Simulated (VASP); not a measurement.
Here is the system:

```
CELL_PARAMETERS angstrom
      2.63021     0.00000     0.00000
      0.00000     2.63021     0.00000
      0.00000     0.00000     2.63021
ATOMIC_POSITIONS crystal
  Ti 0.00000 0.00000 0.00000
```

Computed with r2SCAN meta-GGA, VASP's PBE PAW potentials (set 64) (plane waves; VASP). Run with 400 eV cut-off, 12×12×12 Γ-centred mesh, first-order Methfessel-Paxton smearing of 0.10 eV, potentials Ti_sv.

Problem. Predict the energy per atom (σ→0), band gap (on the k-mesh) with the smallest direct gap where there is one.

Solution. 
* **band gap (on the k-mesh)**: none (metal, semimetal or under 0.01 eV)
* **energy per atom (σ→0)**: -12.018 eV/atom

Total energies compare only between runs with the same potentials, cut-off and functional.

The structure was generated: Ti was put into the simple-cubic type (Pm-3m), which need not be its known phase. It was relaxed first, which changed the volume by -8 %. The start is the result of an earlier pass.
